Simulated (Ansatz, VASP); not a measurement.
# Cross-check of Al17Ga10O40 (amorphous 37Ga2O3-63Al2O3 (mol %)) between VASP and Ansatz, part 2 of 2

Wanted: the spread between two codes on one cell, functional and k mesh. The structure shown is the start of the Ansatz relaxation below; VASP solves that cell, so the two are compared at the walk's first step.

VASP 6.6.1 and Ansatz 0.2.0.

So far: Starting point; Ansatz: relaxation, PBE.

### Step 3. VASP: single point, PBE, start cell

Level of this step: PBE, zero-moment start; plane waves and PAW (Ga_d, Al, O) (VASP).

The same cell, functional, mesh and smearing now go to VASP, with its own data sets.

Lines of VASP's logs that name or quote its potential files are left out, and so is its time.

INCAR reads:

```
SYSTEM = Al17Ga10O40
PREC = Accurate
ENCUT = 520
EDIFF = 1E-06
NELM = 200
ISMEAR = -1
SIGMA = 0.025
LREAL = Auto
ALGO = Normal
GGA = PE
NBANDS = 514
ISPIN = 2
MAGMOM = -0 -0 0 -0 -0 0 -0 -0 0 0 0 -0 -0 -0 -0 0 -0 0 -0 0 -0 -0 0 0 -0 0 0 0 0 0 0 -0 -0 0 -0 0 -0 0 0 -0 -0 -0 0 0 0 0 0 0 0 0 -0 0 -0 -0 0 -0 -0 -0 0 0 -0 0 0 -0 -0 -0 -0 0 -0 -0 -0 -0 0 -0 0 -0 -0 0 0 -0 0 -0 -0 0 -0 0 -0 -0 -0 -0 0 -0 -0 0 -0 0 -0 0 -0 -0 0 -0 0 -0 0 -0 -0 -0 -0 0 -0 -0 -0 -0 -0 -0 0 0 0 -0 0 0 0 -0 0 -0 0 -0 0 -0 0 0 -0 -0
LORBIT = 11
LWAVE = .FALSE.
LCHARG = .FALSE.
ISIF = 2
LASPH = .TRUE.
GGA_COMPAT = .FALSE.
```

POSCAR reads:

```
Al17Ga10O40
1.0
   11.1763400000      0.0000000000      0.0000000000
    0.0000000000     11.1763400000      0.0000000000
    0.0000000000      0.0000000000     11.1763400000
Ga Al O
20 34 80
Direct
    0.0781472289      0.0873541786      0.8874372111
    0.5425389707      0.0481910894      0.0240597548
    0.3100657281      0.8009330425      0.1807836913
[... 6 atom lines left out ...]
    0.5328756999      0.2558619369      0.9005273641
[... 1 atom line left out ...]
    0.4617432898      0.6837390416      0.7524019491
    0.3146289393      0.3936888105      0.7744395750
    0.5277666929      0.7631031268      0.0408004767
[... 3 atom lines left out ...]
    0.9811798854      0.5480506141      0.1455843326
[... 1 atom line left out ...]
    0.0930805613      0.4045599901      0.9011357922
[... 1 atom line left out ...]
    0.9902794654      0.6542213283      0.7848007487
[... 2 atom lines left out ...]
    0.2708400067      0.2343522119      0.0346088254
    0.0834978177      0.8372597827      0.9996206271
    0.4435620248      0.5176292060      0.9882215466
[... 2 atom lines left out ...]
    0.4947684126      0.5566759780      0.2651315189
[... 3 atom lines left out ...]
    0.6844995768      0.5410626377      0.0638491671
[... 2 atom lines left out ...]
    0.3140026162      0.8800376510      0.8954362519
[... 4 atom lines left out ...]
    0.3662200685      0.3300633302      0.3118194328
[... 3 atom lines left out ...]
    0.2226220748      0.4751018670      0.1503980731
[... 2 atom lines left out ...]
    0.2044229148      0.6186461758      0.3577826015
[... 1 atom line left out ...]
    0.2280174010      0.6438601546      0.9232092080
[... 5 atom lines left out ...]
    0.4878162261      0.6292936686      0.4219896675
[... 2 atom lines left out ...]
    0.2960629329      0.3248022161      0.1622087374
    0.0921768665      0.8934678079      0.1528228382
[... 2 atom lines left out ...]
    0.4585758844      0.7226426540      0.1893374754
[... 3 atom lines left out ...]
    0.2339227332      0.3072383267      0.9042495128
[... 1 atom line left out ...]
    0.2505739804      0.7783675157      0.0252318738
    0.0823435937      0.4308118758      0.0690118590
[... 2 atom lines left out ...]
    0.4474631230      0.3984309711      0.8906404064
[... 2 atom lines left out ...]
    0.8605768973      0.5672608385      0.0277908510
[... 5 atom lines left out ...]
    0.4503978941      0.9001963076      0.9879262800
    0.6654593543      0.5020337606      0.9090900957
    0.1609829336      0.9387241261      0.9065132235
[... 1 atom line left out ...]
    0.3895192881      0.1538517976      0.9585159363
[... 5 atom lines left out ...]
    0.2108024631      0.5166628789      0.8332871047
    0.1753704701      0.3683943044      0.6595898120
[... 11 atom lines left out ...]
    0.4074321289      0.5260398306      0.6945565364
[... 5 atom lines left out ...]
    0.4726592069      0.6572634691      0.9192275826
[... 1 atom line left out ...]
    0.6826921872      0.7088993356      0.0612275575
    0.0710160929      0.6984039498      0.9195586391
[... 1 atom line left out ...]
    0.5319720051      0.5131465220      0.1136508016
[... 1 atom line left out ...]
    0.2818632934      0.7573141118      0.3418113622
    0.1306241578      0.5955259056      0.2135761797
    0.1036922642      0.6438422596      0.6741473506
[... 4 atom lines left out ...]
    0.9783077465      0.4953410508      0.8203759012
[... 3 atom lines left out ...]
    0.3204000594      0.5102475408      0.2869275630
    0.2907928714      0.7432576317      0.7979177441
    0.5132807341      0.3982430742      0.3270838217
[... 1 atom line left out ...]
    0.7450739688      0.4146437922      0.1380774028
```

KPOINTS reads:

```
Automatic mesh
0
Gamma
1 1 1
0 0 0
```

Potentials, in the order of the species: Ga_d, Al and O (PBE family, release 64).

Command:

```console
> export OMP_NUM_THREADS=3
> mpirun -np 1 vasp_gam
```

Numbers of over 12 decimals in the logs are rounded to 6 here.

The program printed:

```text
[banner, memory and clock lines left out]
running    1 mpi-ranks, on    1 nodes
[...]
Offloading initialized ...    1 GPUs detected
[...]
LDA part: xc-table for (Slater+PW92), standard interpolation
 POSCAR, INCAR and KPOINTS ok, starting setup
[...]
entering main loop
       N       E                     dE             d eps       ncg     rms          rms(c)
DAV:   1     0.220866223345E+05    0.22087E+05   -0.31425E+05  2064   0.261E+03
DAV:   2     0.501832743740E+04   -0.17068E+05   -0.16080E+05  2064   0.812E+02
DAV:   3    -0.347577047614E+03   -0.53659E+04   -0.49941E+04  2864   0.345E+02
DAV:   4    -0.100679714376E+04   -0.65922E+03   -0.64968E+03  2952   0.131E+02
[...]
DAV:  18    -0.898683588659E+03   -0.23402E-05   -0.64162E-05  3560   0.414E-02    0.756E-03
DAV:  19    -0.898683590742E+03   -0.20831E-05   -0.25778E-05  2576   0.166E-02    0.580E-03
DAV:  20    -0.898683590734E+03    0.81418E-08   -0.88328E-06  1912   0.985E-03
   1 F= -.89868359E+03 E0= -.89868359E+03  d E =-.453596E-10  mag=    -0.0000
```

Parts of OUTCAR (step 3):

```text
  Total       90.6545980     65.4062254     59.4703467     -7.4898217    -11.1084263    -11.8333415
  in kB      104.0403018     75.0638531     68.2515058     -8.5957395    -12.7486532    -13.5806065
  external PRESSURE =      82.4518869 kB  Pullay stress =       0.0000000 kB

 magnetization (x)
# of ion       s       p       d       tot
------------------------------------------
    1       -0.000  -0.000  -0.000  -0.000
    2       -0.000  -0.000  -0.000  -0.000
    3       -0.000  -0.000   0.000   0.000
    4       -0.000  -0.000  -0.000  -0.000
    5        0.000   0.000   0.000   0.000
    6        0.000   0.000  -0.000   0.000
    7       -0.000   0.000   0.000   0.000
    8        0.000   0.000   0.000   0.000
    9        0.000   0.000  -0.000   0.000
   10       -0.000  -0.000   0.000   0.000
   11       -0.000   0.000  -0.000  -0.000
   12        0.000  -0.000   0.000   0.000
   13        0.000   0.000   0.000   0.000
[...]
--------------------------------------------------
tot          0.000   0.000   0.000   0.000

[... 3 further parts left out ...]
[key lines of the parts left out:]
E-fermi :   6.5848
```

The run ends at a pressure of 8.25 GPa, with forces up to 1.5 eV/Å.

### Step 4. Comparison

Known differences besides the potentials themselves: the cutoff is 420 eV in Ansatz and 520 eV in VASP (PREC = Accurate, projectors in real space). Total energies have different zeros and are not compared.

Forces on 10 of the 134 atoms, those with the largest forces and the largest differences (eV/Å; atoms numbered as in POSCAR):

```
atom          Ansatz x, y, z            VASP x, y, z
Al27    -1.468, 0.003, 0.420    -1.488, 0.007, 0.418
Al46    0.855, 0.455, -1.068    0.871, 0.445, -1.087
Al51    0.221, -0.269, 0.189    0.223, -0.258, 0.197
 O64  -0.060, -0.082, -0.043   -0.040, -0.130, 0.004
 O70    0.135, -0.502, 0.085    0.121, -0.512, 0.055
 O83   -0.066, -0.054, 0.002  -0.115, -0.051, -0.028
 O93     0.214, 0.138, 0.555     0.221, 0.186, 0.546
 O99    0.005, 0.009, -0.002    0.009, 0.075, -0.026
O112   -0.161, -0.074, 0.246   -0.173, -0.095, 0.256
O120   0.197, -0.009, -0.185    0.232, 0.006, -0.158
```

The forces differ by 19 meV/Å r.m.s., which is 14.9 % of the r.m.s. force of 0.126 eV/Å (both taken over all components). Moments aren't recorded for both runs of this pair, so they may hold unlike magnetic states.

### Step 5. Outcome

- r.m.s. force difference (single point, PBE, start cell): 19 meV/Å

The r.m.s. force difference is 19 meV/Å (single point, PBE, start cell), beyond the 12 meV/Å picked in this series as the mark of a large difference. What causes the difference of the single point, PBE, start cell pair stays open here. 1 further run of this series is not shown here. How closely two codes agree says nothing of how well the functional describes the real material.

[Lines on the potential files, build, host, timing and source positions are cut from VASP's logs without a mark.]

[Logs are printed without paths, hosts, clocks, repeated set-up lines and the standing remarks that a program may print on its own settings, such as how far it seeks lower states.]

[Hosts, paths, dates, database ids (printed as entryN), source tags and the programs' standing remarks are cut or masked in the printed files.]
